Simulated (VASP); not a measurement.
Input for VASP

POSCAR:
```
TiN
1
    0.0000000000     2.1624000000     2.1624000000
    2.1624000000     0.0000000000     2.1624000000
    2.1624000000     2.1624000000     0.0000000000
Ti N
1 1
Direct
  0.0000000000   0.0000000000   0.0000000000
  0.5000000000   0.5000000000   0.5000000000
```

**INCAR**
```
SYSTEM = TiN
PREC = Accurate
ENCUT = 520
EDIFF = 1E-6
NELM = 100
ALGO = Normal
LREAL = .FALSE.
LASPH = .TRUE.
ISMEAR = 1
SIGMA = 0.1
LMAXMIX = 4
LWAVE = .FALSE.
LCHARG = .FALSE.
ISIF = 2
METAGGA = R2SCAN
LEPSILON = .TRUE.
```

File KPOINTS:
```
Automatic mesh
0
Gamma
11 11 11
0 0 0
```

POTCAR, in this order: Ti_sv N (PBE.64 set). Program: vasp_std.

The resulting files:

standard output:
```
 POSCAR found type information on POSCAR TiN
 POSCAR found :  2 types and       2 ions
 Reading from existing POTCAR
 Reading from existing POTCAR

 -----------------------------------------------------------------------------
|                                                                             |
|               ----> ADVICE to this user running VASP <----                  |
|                                                                             |
|     You enforced a specific xc type in the INCAR file but a different       |
|     type was found in the POTCAR file.                                      |
|     I HOPE YOU KNOW WHAT YOU ARE DOING!                                     |
|                                                                             |
 -----------------------------------------------------------------------------

 LDA part: xc-table for (None), standard interpolation
 POSCAR, INCAR and KPOINTS ok, starting setup
 WAVECAR not read
 entering main loop
       N       E                     dE             d eps       ncg     rms          rms(c)
DAV:   1     0.137220069016E+03    0.13722E+03   -0.90881E+03  1344   0.171E+03
DAV:   2    -0.211264452542E+02   -0.15835E+03   -0.15197E+03  1376   0.432E+02
DAV:   3    -0.350940656030E+02   -0.13968E+02   -0.13499E+02  1692   0.123E+02
DAV:   4    -0.358693621983E+02   -0.77530E+00   -0.77294E+00  1936   0.277E+01
DAV:   5    -0.358902897714E+02   -0.20928E-01   -0.20926E-01  1736   0.407E+00    0.178E+01
DAV:   6    -0.258383981168E+02    0.10052E+02   -0.27255E+01  1900   0.783E+01    0.480E+00
DAV:   7    -0.259402241897E+02   -0.10183E+00   -0.13649E+00  1684   0.141E+01    0.347E+00
DAV:   8    -0.259758991323E+02   -0.35675E-01   -0.42261E-01  1648   0.841E+00    0.220E+00
DAV:   9    -0.259519716882E+02    0.23927E-01   -0.63190E-02  1560   0.366E+00    0.825E-01
DAV:  10    -0.259499642185E+02    0.20075E-02   -0.25858E-02  1404   0.241E+00    0.234E-01
DAV:  11    -0.259493232016E+02    0.64102E-03   -0.43160E-03  1684   0.660E-01    0.503E-02
DAV:  12    -0.259493345104E+02   -0.11309E-04   -0.50366E-04  1884   0.259E-01    0.323E-02
DAV:  13    -0.259493284874E+02    0.60230E-05   -0.73606E-05  1616   0.899E-02    0.386E-03
DAV:  14    -0.259493291027E+02   -0.61528E-06   -0.33645E-06  1436   0.238E-02
   1 F= -.25949329E+02 E0= -.25948771E+02  d E =-.167365E-02

 -----------------------------------------------------------------------------
|                                                                             |
|     EEEEEEE  RRRRRR   RRRRRR   OOOOOOO  RRRRRR      ###     ###     ###     |
|     E        R     R  R     R  O     O  R     R     ###     ###     ###     |
|     E        R     R  R     R  O     O  R     R     ###     ###     ###     |
|     EEEEE    RRRRRR   RRRRRR   O     O  RRRRRR       #       #       #      |
|     E        R   R    R   R    O     O  R   R                               |
|     E        R    R   R    R   O     O  R    R      ###     ###     ###     |
|     EEEEEEE  R     R  R     R  OOOOOOO  R     R     ###     ###     ###     |
|                                                                             |
|     You have switched on METAGGA and linear-response routines. This         |
|     combination is currently not supported. If you have selected            |
|     LEPSILON=.TRUE., you can try using LCALCEPS=.TRUE. instead. In all      |
|     other cases, VASP will stop. SOOO sorry...                              |
|                                                                             |
|       ---->  I REFUSE TO CONTINUE WITH THIS SICK JOB ... BYE!!! <----       |
|                                                                             |
 -----------------------------------------------------------------------------
```

Q: Read the log: what went wrong, and how is it fixed?

A: The cause: LEPSILON was set with a meta-GGA. VASP stops with an error: You have switched on METAGGA and linear-response routines. This combination is currently not supported. If you have selected LEPSILON=.TRUE., you can try using LCALCEPS=.TRUE. instead. In all other cases, VASP will stop. SOOO sorry... ----> I REFUSE TO CONTINUE WITH THIS SICK JOB ... BYE!!! <---- To mend it, use a GGA with LEPSILON, or finite fields (LCALCEPS) with the meta-GGA. The plain static run on this cell (PBE GGA, plane waves, VASP's PBE PAW potentials (set 64)) converges, and its OSZICAR ends with
```
   1 F= -.19585662E+02 E0= -.19585150E+02  d E =-.153476E-02
```

The compound is TiN in the rock salt structure. The cell was not relaxed at this level. The electron count is odd and the run is not spin-polarised, which forces a metal.
